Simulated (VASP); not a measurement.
Calculation: r2SCAN meta-GGA, VASP's PBE PAW potentials (set 64) (plane waves; VASP 6.6.1).

Gaps are without spin-orbit coupling.

Question: Order these relaxed crystals by band gap, smallest first: BaZrO3, Pm-3m (221); AlGa3N4, Pm (6); B2O3, P3_121 (152); PbIF, P4/nmm (129).

Answer: PbIF, P4/nmm (129) (2.38 eV), AlGa3N4, Pm (6) (2.85 eV), BaZrO3, Pm-3m (221) (3.66 eV), B2O3, P3_121 (152) (7.38 eV)
